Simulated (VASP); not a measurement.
# A VASP study of MnB (r2SCAN): structure first, properties next

What structure does MnB take at this level, and what are its properties? The steps: full relaxation (r2SCAN), second relaxation, single point with fields (r2SCAN), band structure (r2SCAN), total and projected DOS (r2SCAN), optical spectrum (r2SCAN), volume scan with r2SCAN and fit for r2SCAN. Left out of this account: 1 further run (core levels: core levels are not valid at this level). The start is a cell from a database of measured crystal structures.

Calculated with VASP 6.6.1; r2SCAN, spin-polarised from a ferromagnetic start; plane waves and PAW (Mn_pv, B).

This is a report of a sequence of runs, with most program output left out.

**1. The structure**

Before any relaxation, the start is as follows. The structure is orthorhombic, space group Pnma (No. 62). Conventional cell: a = 5.563 Å, b = 2.977 Å, c = 4.147 Å, α = 90.00°, β = 90.00°, γ = 90.00°. Mn has 7 B at 2.19 to 2.25 Å nearest. Nearest to B lie 2 B at 1.80 Å and 7 Mn at 2.19 to 2.25 Å. Farther neighbours are not listed.

**2. Full relaxation (r2SCAN)**

The start need not lie at this functional's minimum. ISIF = 3 frees volume, shape and positions, and EDIFFG sets the threshold on forces and stress at which the search stops. r2SCAN adds the kinetic-energy density, costs more than a GGA and is run with LASPH.

File INCAR:

```
SYSTEM = MnB
PREC = Accurate
ENCUT = 420
EDIFF = 1E-06
NELM = 100
ISMEAR = 0
SIGMA = 0.05
LREAL = .FALSE.
ALGO = Normal
METAGGA = R2SCAN
LASPH = .TRUE.
NBANDS = 54
ISPIN = 2
MAGMOM = 4 4 4 4 0 0 0 0
LMAXMIX = 4
LORBIT = 11
LWAVE = .FALSE.
LCHARG = .FALSE.
KPAR = 4
IBRION = 2
NSW = 60
ISIF = 3
EDIFFG = -0.01
```

File POSCAR:

```
MnB
1.0
    5.5631820000      0.0000000000      0.0000000000
    0.0000000000      2.9768500000      0.0000000000
    0.0000000000      0.0000000000      4.1472430000
Mn B
4 4
Direct
    0.1758800000      0.2500000000      0.1208300000
    0.3241200000      0.7500000000      0.6208300000
    0.6758800000      0.2500000000      0.3791700000
    0.8241200000      0.7500000000      0.8791700000
    0.0341000000      0.2500000000      0.6128000000
    0.4659000000      0.7500000000      0.1128000000
    0.5341000000      0.2500000000      0.8872000000
    0.9659000000      0.7500000000      0.3872000000
```

File KPOINTS:

```
Automatic mesh
0
Gamma
4 7 5
0 0 0
```

PAW data sets: Mn_pv and B (PBE family, release 64).

Started as:

```console
$ mpirun -np 4 vasp_std
```

Run time: 35 min. Hardware: 4 MPI ranks of AMD EPYC 7R43, shared host; peak memory 0.95 GiB; 2.1 h of CPU time.

The magnetic state follows from one typed start and may not be the lowest. The k-mesh is coarse for a metal. SCAN-type functionals tend to overstate the moments of itinerant magnets. The PAW data sets were made with PBE, which is usual practice but a small mismatch for other functionals. The run keeps the 8 symmetry operations of its start, so it cannot find a distortion of lower symmetry.

Relaxation path:

| step | energy less that of the first step (eV) | largest force (eV/Å) | pressure (GPa) | volume (Å³) |
| --- | --- | --- | --- | --- |
| 1 | 0.0000 | 0.1583 | -7.95 | 68.68 |
| 2 | -0.0014 | 0.1815 | 9.03 | 64.54 |
| 3 | -0.0547 | 0.1787 | 0.26 | 66.57 |
| 4 | -0.0595 | 0.0408 | -0.01 | 66.55 |
| 5 | -0.0598 | 0.0361 | -0.07 | 66.55 |
| 6 | -0.0599 | 0.0127 | 0.02 | 66.51 |
| 7 | -0.0599 | 0.0126 | 0.00 | 66.50 |
| 8 | -0.0599 | 0.0203 | 0.21 | 66.47 |
| 9 | -0.0599 | 0.0094 | 0.15 | 66.49 |

| conventional cell, symmetrised | before | after | change |
| --- | --- | --- | --- |
| a (Å) | 5.563 | 5.485 | -1.4 % |
| b (Å) | 2.977 | 2.955 | -0.7 % |
| c (Å) | 4.147 | 4.101 | -1.1 % |
| volume (Å³/atom) | 8.59 | 8.31 | -3.2 % |

The atoms that moved most (Å, as changes of fractional coordinates times the final cell):

| atom | dx | dy | dz | length |
| --- | --- | --- | --- | --- |
| B6 | 0.001 | 0.000 | 0.015 | 0.015 |
| B5 | -0.001 | 0.000 | 0.015 | 0.015 |
| B8 | 0.001 | 0.000 | -0.015 | 0.015 |
| B7 | -0.001 | 0.000 | -0.015 | 0.015 |
| Mn2 | 0.005 | 0.000 | 0.006 | 0.007 |
| Mn3 | -0.005 | 0.000 | -0.006 | 0.007 |
| Mn4 | 0.005 | 0.000 | -0.006 | 0.007 |
| Mn1 | -0.005 | 0.000 | 0.006 | 0.007 |

The relaxed structure:

```xyz
8
Lattice="5.4855 0.0000 0.0000 0.0000 2.9553 0.0000 0.0000 0.0000 4.1015" Properties=species:S:1:pos:R:3 pbc="T T T"
Mn    0.9603    0.7388    0.5015
Mn    1.7825    2.2165    2.5523
Mn    3.7030    0.7388    1.5492
Mn    4.5252    2.2165    3.5999
B     0.1863    0.7388    2.5280
B     2.5564    2.2165    0.4773
B     2.9291    0.7388    3.6242
B     5.2992    2.2165    1.5735
```

This step gave:

| Quantity | Value |
| --- | --- |
| electrons | 64 |
| bands | 54 |
| irreducible k-points | 36 |
| symmetry operations | 8 |
| free energy (TOTEN) | -92.3442 eV |
| energy at zero smearing | -92.3430 eV |
| Fermi energy | 10.01 eV |
| pressure | 0.1470 GPa |
| moment of the cell, from the last line of the log | 8.355 μB |
| metallic | yes |
| SCF cycles over all ionic steps | 76 |

Spin moment in the PAW sphere by atom:

| atom | spin moment in the PAW sphere (μB) |
| --- | --- |
| Mn1 | 2.27 |
| Mn2 | 2.27 |
| Mn3 | 2.27 |
| Mn4 | 2.27 |
| B5 | -0.15 |
| B6 | -0.15 |
| B7 | -0.15 |
| B8 | -0.15 |

It ends with a largest force of 0.009 eV/Å and a pressure of 0.15 GPa. The volume lies -3.2 % from that of the database's start, which holds the thermal and zero-point expansion of its experiment.

**3. Second relaxation**

A relaxation keeps the plane waves of the cell it began with, so it is repeated from the new cell, on a basis made for it.

INCAR is that of step 2.

File POSCAR:

```
MnB
1.0
    5.4854944803      0.0000000000      0.0000000000
    0.0000000000      2.9552940464      0.0000000000
    0.0000000000      0.0000000000      4.1014735145
Mn B
4 4
Direct
    0.1750588783      0.2500000000      0.1222816721
    0.3249411217      0.7500000000      0.6222816721
    0.6750588783      0.2500000000      0.3777183279
    0.8249411217      0.7500000000      0.8777183279
    0.0339679626      0.2500000000      0.6163644361
    0.4660320374      0.7500000000      0.1163644361
    0.5339679626      0.2500000000      0.8836355639
    0.9660320374      0.7500000000      0.3836355639
```

KPOINTS is that of step 2.

Started as:

```console
$ mpirun -np 4 vasp_std
```

Run time: 5.6 min. Hardware: 4 MPI ranks; peak memory 0.92 GiB; 20 min of CPU time.

Little changed from the start: no atom moved by 0.005 Å and no cell edge by 0.1 %.

Numbers from this step:

```yaml
free_energy_toten: -92.3323 eV
energy_at_zero_smearing: -92.3312 eV
pressure: 0.04560 GPa
moment_of_the_cell_from_the_last_line_of_the_log: 8.356 μB
scf_cycles_over_all_ionic_steps: 15
```

It ends with a largest force of 0.009 eV/Å and a pressure of 0.05 GPa. The volume moved by under 0.01 %: the run met its threshold at the first step.

**4. Single point with fields (r2SCAN)**

The relaxed cell gets a fresh self-consistent run, on a basis set for its own volume, to fix the density and to check the remaining stress.

Changes to INCAR since step 3:

```diff
@@ -17,7 +17,5 @@
 LWAVE = .FALSE.
-LCHARG = .FALSE.
-KPAR = 4
-IBRION = 2
-NSW = 60
-ISIF = 3
-EDIFFG = -0.01
+LCHARG = .TRUE.
+ISIF = 2
+LELF = .TRUE.
+LVHAR = .TRUE.
```

POSCAR is that of step 3.

KPOINTS is that of step 3.

Started as:

```console
$ mpirun -np 4 vasp_std
```

Elapsed: 8.1 min, on 4 MPI ranks; peak memory 0.49 GiB.

With spin, VASP writes an ELF for each channel.

Numbers from this step:

| Property | Result |
| --- | --- |
| SCF cycles | 17 |
| bands | 56 |
| pressure | 0.02869 GPa |

Valence electrons inside each PAW sphere by angular momentum. Sphere charges, by row:

| atom | s (e) | p (e) | d (e) | tot (e) |
| --- | --- | --- | --- | --- |
| Mn1 | 0.363 | 6.428 | 5.214 | 12 |
| Mn2 | 0.363 | 6.428 | 5.214 | 12 |
| Mn3 | 0.363 | 6.428 | 5.214 | 12 |
| Mn4 | 0.363 | 6.428 | 5.214 | 12 |
| B5 | 0.706 | 1.25 | 0 | 1.955 |
| B6 | 0.706 | 1.25 | 0 | 1.955 |
| B7 | 0.706 | 1.25 | 0 | 1.955 |
| B8 | 0.706 | 1.25 | 0 | 1.955 |

Spin density in the ac plane at fractional y = 0.250, with atoms of Mn and B within 0.2 Å of it.

Ten even steps from '0' (-0.1 e/Å³) to '9' (3.3 e/Å³), each cell a mean:
```
000000000000000
000000000000000
000000000000000
000000000000000
000000000010000
000000001353000
000000001695100
001100001463000
026520000110000
049830000000000
025410000000000
```
Columns run along a (5.5 Å), rows up along c (4.1 Å). Atoms in or near the plane, at fractional coordinates: Mn at (0.18, 0.12), Mn at (0.68, 0.38), B at (0.03, 0.62), B at (0.53, 0.88).

ELF of up spins in the ac plane at fractional y = 0.250, with atoms of Mn and B within 0.2 Å of it. It is the smooth field of the valence electrons, not physical close to the nuclei.

Ten even steps from '0' (0.02) to '9' (0.59), each cell a mean:
```
444336821685335
985346831695358
899645888985479
138743698743586
138743454443486
788643334324468
765333324102446
344432324313323
242242333443222
330043577643332
343344777975333
```
Columns run along a (5.5 Å), rows up along c (4.1 Å). Atoms in or near the plane, at fractional coordinates: Mn at (0.18, 0.12), Mn at (0.68, 0.38), B at (0.03, 0.62), B at (0.53, 0.88).

Electrostatic potential energy in the ac plane at fractional y = 0.250, with atoms of Mn and B within 0.2 Å of it. With pseudopotentials it is smooth inside the atoms' cores, unlike the true potential.

Ten even steps from '_' (-50 eV) to '@' (2 eV), each cell a mean:
```
@@##++++##%%**++##==%%@@@@@@@@
@@%%@@@@@@@@**++##==%%@@@@@@@@
==++%%@@@@@@%%++++##@@@@@@@@##
%%++**@@@@@@@@@@%%%%@@@@@@%%==
##++**@@@@@@@@@@%%**++**%%%%==
++++%%@@@@@@@@@@++::..::**%%##
%%%%%%%%@@@@@@%%--____..++%%@@
%%**====##@@@@@@++..__::**@@@@
##::____--%%@@@@##++==++%%@@@@
**..____::##@@@@%%%%%%@@@@@@@@
##--....==%%%%++==##@@@@@@@@@@
```
Columns run along a (5.5 Å; values clipped at the 3rd and 97th percentile), rows up along c (4.1 Å). Atoms in or near the plane, at fractional coordinates: Mn at (0.18, 0.12), Mn at (0.68, 0.38), B at (0.03, 0.62), B at (0.53, 0.88).

In this run the pressure is 0.03 GPa, small enough to go on.

**5. Band structure (r2SCAN)**

The mesh alone shows little of the dispersion and can miss band extrema, so KPOINTS_OPT adds a path through the symmetry points after the self-consistent cycle.

File INCAR:

```
SYSTEM = MnB
PREC = Accurate
ENCUT = 420
EDIFF = 1E-06
NELM = 100
ISMEAR = 0
SIGMA = 0.05
LREAL = .FALSE.
ALGO = Normal
METAGGA = R2SCAN
LASPH = .TRUE.
NBANDS = 61
ISPIN = 2
MAGMOM = 2.275 2.275 2.275 2.275 -0.147 -0.147 -0.147 -0.147
LMAXMIX = 4
LORBIT = 11
LWAVE = .FALSE.
LCHARG = .FALSE.
KPAR = 4
```

POSCAR is that of step 4.

KPOINTS is that of step 4.

File KPOINTS_OPT:

```
Line mode
12
Line-mode
Reciprocal
  0.00000000   0.00000000   0.00000000 GAMMA
  0.00000000   0.50000000   0.00000000 X

  0.00000000   0.50000000   0.00000000 X
  0.00000000   0.50000000   0.50000000 S

  0.00000000   0.50000000   0.50000000 S
  0.00000000   0.00000000   0.50000000 Y

  0.00000000   0.00000000   0.50000000 Y
  0.00000000   0.00000000   0.00000000 GAMMA

  0.00000000   0.00000000   0.00000000 GAMMA
  0.50000000   0.00000000   0.00000000 Z

  0.50000000   0.00000000   0.00000000 Z
  0.50000000   0.50000000   0.00000000 U

  0.50000000   0.50000000   0.00000000 U
  0.50000000   0.50000000   0.50000000 R

  0.50000000   0.50000000   0.50000000 R
  0.50000000   0.00000000   0.50000000 T

  0.50000000   0.00000000   0.50000000 T
  0.50000000   0.00000000   0.00000000 Z

  0.00000000   0.00000000   0.50000000 Y
  0.50000000   0.00000000   0.50000000 T

  0.50000000   0.50000000   0.00000000 U
  0.00000000   0.50000000   0.00000000 X

  0.00000000   0.50000000   0.50000000 S
  0.50000000   0.50000000   0.50000000 R
```

Started as:

```console
$ mpirun -np 4 vasp_std
```

Run time: 14 min. Hardware: 4 MPI ranks; peak memory 1.4 GiB.

Numbers from this step:

```yaml
scf_cycles: 18
bands: 61
pressure: 0.02728 GPa
```

Spin up. Electronic bands along the path, in eV, zero at the Fermi level; # counts the bands kept:

| point | #19 | #20 | #21 | #22 | #23 | #24 | #25 | #26 |
| --- | --- | --- | --- | --- | --- | --- | --- | --- |
| Γ | -1.50 | -1.35 | -0.85 | -0.18 | -0.15 | 0.01 | 2.64 | 3.16 |
| 0.55 of the way | -0.87 | -0.78 | -0.77 | -0.71 | 1.25 | 1.34 | 1.90 | 2.62 |
| X | -0.81 | -0.81 | -0.57 | -0.57 | 1.40 | 1.40 | 2.11 | 2.11 |
| 0.55 of the way | -1.06 | -1.06 | -0.78 | -0.78 | 0.56 | 0.56 | 2.08 | 2.08 |
| S | -1.04 | -1.04 | -0.88 | -0.88 | 0.65 | 0.65 | 1.45 | 1.45 |
| 0.45 of the way | -1.18 | -1.18 | -0.34 | -0.34 | 0.44 | 0.44 | 1.24 | 1.24 |
| Y | -1.04 | -1.04 | -0.69 | -0.69 | -0.13 | -0.13 | 1.94 | 1.94 |
| 0.55 of the way | -1.35 | -1.32 | -0.83 | -0.67 | -0.29 | 0.69 | 1.47 | 3.05 |
| Γ | -1.50 | -1.35 | -0.85 | -0.18 | -0.15 | 0.01 | 2.64 | 3.16 |
| 0.45 of the way | -1.44 | -1.28 | -0.64 | -0.29 | -0.08 | 0.61 | 2.74 | 3.07 |
| Z | -1.38 | -1.38 | -0.66 | -0.66 | 1.36 | 1.36 | 1.99 | 1.99 |
| 0.55 of the way | -0.92 | -0.92 | -0.25 | -0.25 | 0.82 | 0.82 | 2.61 | 2.61 |
| U | -0.65 | -0.65 | -0.65 | -0.65 | 1.67 | 1.67 | 1.67 | 1.67 |
| 0.45 of the way | -0.88 | -0.88 | -0.88 | -0.88 | 1.26 | 1.26 | 1.26 | 1.26 |
| R | -1.04 | -1.04 | -1.04 | -1.04 | 0.83 | 0.83 | 0.83 | 0.83 |
| 0.55 of the way | -1.04 | -1.04 | -0.95 | -0.95 | 0.98 | 0.98 | 2.58 | 2.58 |
| T | -0.96 | -0.96 | -0.45 | -0.45 | 0.04 | 0.04 | 2.35 | 2.35 |
| 0.45 of the way | -1.36 | -1.36 | -0.41 | -0.41 | 0.68 | 0.68 | 2.18 | 2.18 |
| Z | -1.38 | -1.38 | -0.66 | -0.66 | 1.36 | 1.36 | 1.99 | 1.99 |
| jump to Y | -1.04 | -1.04 | -0.69 | -0.69 | -0.13 | -0.13 | 1.94 | 1.94 |
| 0.45 of the way | -0.99 | -0.99 | -0.57 | -0.57 | -0.07 | -0.07 | 2.11 | 2.11 |
| T | -0.96 | -0.96 | -0.45 | -0.45 | 0.04 | 0.04 | 2.35 | 2.35 |
| jump to U | -0.65 | -0.65 | -0.65 | -0.65 | 1.67 | 1.67 | 1.67 | 1.67 |
| 0.45 of the way | -0.76 | -0.76 | -0.57 | -0.57 | 1.51 | 1.51 | 1.91 | 1.91 |
| X | -0.81 | -0.81 | -0.57 | -0.57 | 1.40 | 1.40 | 2.11 | 2.11 |
| jump to S | -1.04 | -1.04 | -0.88 | -0.88 | 0.65 | 0.65 | 1.45 | 1.45 |

Of the projections kept (Mn, B), the largest for each band there; the rest of the weight can lie on other orbitals:

| point | #19 | #20 | #21 | #22 | #23 | #24 | #25 | #26 |
| --- | --- | --- | --- | --- | --- | --- | --- | --- |
| Γ | Mn 0.99 | Mn 0.93 | Mn 0.99 | Mn 0.90 | Mn 1.00 | Mn 0.91 | Mn 0.68 | Mn 0.73 |
| X | Mn 0.98 | Mn 0.98 | Mn 0.99 | Mn 0.99 | Mn 0.80 | Mn 0.80 | Mn 0.78 | Mn 0.78 |
| S | Mn 0.99 | Mn 0.99 | Mn 0.93 | Mn 0.93 | Mn 0.91 | Mn 0.91 | Mn 0.84 | Mn 0.84 |
| Y | Mn 0.98 | Mn 0.98 | Mn 0.98 | Mn 0.98 | Mn 0.89 | Mn 0.89 | Mn 0.56 | Mn 0.56 |
| Γ | Mn 0.99 | Mn 0.93 | Mn 0.99 | Mn 0.90 | Mn 1.00 | Mn 0.91 | Mn 0.68 | Mn 0.73 |
| Z | Mn 0.97 | Mn 0.97 | Mn 0.97 | Mn 0.97 | Mn 0.79 | Mn 0.79 | Mn 0.68 | Mn 0.68 |

Spin down. Electronic bands along the path, in eV, zero at the Fermi level; # counts the bands kept:

| point | #11 | #12 | #13 | #14 | #15 | #16 | #17 | #18 |
| --- | --- | --- | --- | --- | --- | --- | --- | --- |
| Γ | -0.76 | -0.58 | 0.00 | 0.03 | 0.64 | 0.69 | 0.71 | 0.96 |
| 0.55 of the way | -1.42 | -1.42 | -1.35 | -1.17 | 1.26 | 1.59 | 1.87 | 1.95 |
| X | -2.04 | -2.04 | -1.89 | -1.89 | 2.08 | 2.08 | 2.25 | 2.25 |
| 0.55 of the way | -1.53 | -1.53 | -1.08 | -1.08 | 0.94 | 0.94 | 1.72 | 1.72 |
| S | -0.88 | -0.88 | -0.21 | -0.21 | 0.10 | 0.10 | 0.64 | 0.64 |
| 0.45 of the way | -1.46 | -1.46 | -0.24 | -0.24 | 0.59 | 0.59 | 1.53 | 1.53 |
| Y | -0.83 | -0.83 | 0.01 | 0.01 | 0.79 | 0.79 | 1.48 | 1.48 |
| 0.55 of the way | -0.46 | -0.43 | -0.25 | 0.28 | 0.49 | 0.86 | 0.91 | 1.12 |
| Γ | -0.76 | -0.58 | 0.00 | 0.03 | 0.64 | 0.69 | 0.71 | 0.96 |
| 0.45 of the way | -0.78 | -0.60 | -0.27 | 0.08 | 0.43 | 0.43 | 0.82 | 1.23 |
| Z | -0.82 | -0.82 | -0.38 | -0.38 | 0.83 | 0.83 | 0.97 | 0.97 |
| 0.55 of the way | -1.75 | -1.75 | -1.29 | -1.29 | 1.66 | 1.66 | 1.82 | 1.82 |
| U | -2.06 | -2.06 | -2.06 | -2.06 | 2.27 | 2.27 | 2.27 | 2.27 |
| 0.45 of the way | -1.84 | -1.84 | -1.84 | -1.84 | 1.96 | 1.96 | 1.96 | 1.96 |
| R | -1.60 | -1.60 | -1.60 | -1.60 | 1.61 | 1.61 | 1.61 | 1.61 |
| 0.55 of the way | -1.31 | -1.31 | -0.58 | -0.58 | 1.03 | 1.03 | 1.28 | 1.28 |
| T | -0.57 | -0.57 | -0.48 | -0.48 | 0.98 | 0.98 | 1.18 | 1.18 |
| 0.45 of the way | -0.52 | -0.52 | -0.31 | -0.31 | 0.59 | 0.59 | 1.07 | 1.07 |
| Z | -0.82 | -0.82 | -0.38 | -0.38 | 0.83 | 0.83 | 0.97 | 0.97 |
| jump to Y | -0.83 | -0.83 | 0.01 | 0.01 | 0.79 | 0.79 | 1.48 | 1.48 |
| 0.45 of the way | -0.67 | -0.67 | -0.28 | -0.28 | 0.90 | 0.90 | 1.33 | 1.33 |
| T | -0.57 | -0.57 | -0.48 | -0.48 | 0.98 | 0.98 | 1.18 | 1.18 |
| jump to U | -2.06 | -2.06 | -2.06 | -2.06 | 2.27 | 2.27 | 2.27 | 2.27 |
| 0.45 of the way | -2.05 | -2.05 | -1.99 | -1.99 | 2.16 | 2.16 | 2.29 | 2.29 |
| X | -2.04 | -2.04 | -1.89 | -1.89 | 2.08 | 2.08 | 2.25 | 2.25 |
| jump to S | -0.88 | -0.88 | -0.21 | -0.21 | 0.10 | 0.10 | 0.64 | 0.64 |

Of the projections kept (Mn, B), the largest for each band there; the rest of the weight can lie on other orbitals:

| point | #11 | #12 | #13 | #14 | #15 | #16 | #17 | #18 |
| --- | --- | --- | --- | --- | --- | --- | --- | --- |
| Γ | Mn 0.97 | Mn 1.00 | Mn 0.98 | Mn 0.91 | Mn 0.96 | Mn 0.98 | Mn 0.97 | Mn 0.98 |
| X | Mn 0.95 | Mn 0.95 | Mn 0.96 | Mn 0.96 | Mn 0.99 | Mn 0.99 | Mn 0.99 | Mn 0.99 |
| S | Mn 0.92 | Mn 0.92 | Mn 0.97 | Mn 0.97 | Mn 0.94 | Mn 0.94 | Mn 0.89 | Mn 0.89 |
| Y | Mn 0.88 | Mn 0.88 | Mn 0.94 | Mn 0.94 | Mn 0.99 | Mn 0.99 | Mn 0.96 | Mn 0.96 |
| Γ | Mn 0.97 | Mn 1.00 | Mn 0.98 | Mn 0.91 | Mn 0.96 | Mn 0.98 | Mn 0.97 | Mn 0.98 |
| Z | Mn 0.96 | Mn 0.96 | Mn 0.97 | Mn 0.97 | Mn 0.97 | Mn 0.97 | Mn 0.94 | Mn 0.94 |

There is no gap at this level.

Spin up: of the bands kept, 2 cross the Fermi level on this path. Spin down: of the bands kept, 2 cross the Fermi level on this path.

**6. Total and projected DOS (r2SCAN)**

A density of states needs more k-points than a total energy; ISMEAR = -5 takes tetrahedra, and LORBIT projects the states on the PAW spheres. The mesh is finer than in the run before.

Changes to INCAR since step 5:

```diff
@@ -5,3 +5,3 @@
 NELM = 100
-ISMEAR = 0
+ISMEAR = -5
 SIGMA = 0.05
@@ -19 +19,2 @@
 KPAR = 4
+NEDOS = 2001
```

POSCAR is that of step 5.

File KPOINTS:

```
Automatic mesh
0
Gamma
5 10 7
0 0 0
```

Started as:

```console
$ mpirun -np 4 vasp_std
```

The job ended after 7.9 min (4 MPI ranks; peak memory 1.5 GiB).

With tetrahedra the forces and stress of a metal are not exact derivatives of the energy.

Numbers from this step:

```yaml
scf_cycles: 16
irreducible_k_points: 72
free_energy_toten: -92.3239 eV
pressure: -0.4133 GPa
moment_of_the_cell_from_the_last_line_of_the_log: 8.267 μB
dos_at_the_fermi_level: 1.454 states/eV/cell
```

The density of states has structure finer than the step of the table below, so its rows give means over 1 eV, whole bins alone (the curve runs from -12 to 7.28 eV). Peaks (eV: height): total up -4.3: 6.04, -3.3: 4.86, -1.4: 7.23, -0.6: 4.66; total down -2.8: 3.16, 2.2: 6.25, 3.4: 4.08, 5.6: 4.27; Mn d up -4.3: 3.46, -3.3: 3.46, -1.4: 6.55, -0.6: 4.11; Mn d down -1.7: 2.13, 2.2: 5.80, 3.4: 3.38, 5.6: 2.47; B p up -4.7: 0.550, -4.3: 0.972, 5.9: 0.579, 6.4: 0.555.

States under -12.0 eV and over 7.3 eV are left out. The density of states by energy, zero at the Fermi level; means over each step; 7 of 12 lines; values in states/eV/cell:

| energy (eV) | total up | total down | Mn d up | Mn d down | B p up | B p down | Mn p up |
| --- | --- | --- | --- | --- | --- | --- | --- |
| -11 | 0.547 | 0.491 | 0.0503 | 0.0331 | 0.0544 | 0.0521 | 0.0369 |
| -10 | 0.338 | 0.310 | 0.0444 | 0.0284 | 0.0472 | 0.0450 | 0.0190 |
| -9 | 0.434 | 0.412 | 0.0757 | 0.0473 | 0.0709 | 0.0716 | 0.0285 |
| -8 | 1.03 | 0.840 | 0.205 | 0.0981 | 0.168 | 0.150 | 0.0550 |
| -7 | 0.730 | 0.806 | 0.203 | 0.138 | 0.109 | 0.143 | 0.0413 |
| -6 | 1.63 | 1.08 | 0.546 | 0.189 | 0.341 | 0.283 | 0.0988 |
| -5 | 2.17 | 1.31 | 1.03 | 0.298 | 0.446 | 0.388 | 0.114 |
| -4 | 4.22 | 1.85 | 2.57 | 0.505 | 0.563 | 0.575 | 0.237 |
| -3 | 3.34 | 2.61 | 2.57 | 1.07 | 0.144 | 0.630 | 0.121 |
| -2 | 2.30 | 2.22 | 2.03 | 1.41 | 0.0652 | 0.190 | 0.0243 |
| -1 | 5.43 | 1.98 | 4.91 | 1.52 | 0.139 | 0.0971 | 0.0687 |
| 0 | 1.17 | 1.15 | 0.954 | 0.925 | 0.0787 | 0.0519 | 0.0415 |
| 1 | 1.72 | 2.27 | 1.22 | 1.95 | 0.229 | 0.0851 | 0.0794 |
| 2 | 1.35 | 4.51 | 0.792 | 4.10 | 0.266 | 0.108 | 0.0783 |
| 3 | 0.653 | 2.72 | 0.344 | 2.36 | 0.143 | 0.151 | 0.0360 |
| 4 | 1.52 | 1.85 | 0.704 | 1.36 | 0.328 | 0.241 | 0.0901 |
| 5 | 0.688 | 1.00 | 0.269 | 0.655 | 0.188 | 0.155 | 0.0417 |
| 6 | 1.27 | 1.49 | 0.390 | 0.863 | 0.434 | 0.272 | 0.0762 |

The finer mesh and the other smearing move the Fermi level by -0.00 eV from the 4×7×5 run, a small shift, which tests the Fermi level alone. Of the states within 0.3 eV of the Fermi level, the largest shares in the PAW spheres are Mn d 80 % and B p 6 %. The rest lies in smaller channels or between the spheres.

[end of part 1 of 2]

[Lines on the potential files, build, host, timing and source positions are cut from VASP's logs without a mark.]

[Logs are printed without paths, hosts, clocks, repeated set-up lines and the standing remarks that a program may print on its own settings, such as how far it seeks lower states.]

[Hosts, paths, dates, database ids (printed as entryN), source tags and the programs' standing remarks are cut or masked in the printed files.]

[A measured line is paired with the nearest computed mode of its activity, which favours agreement.]
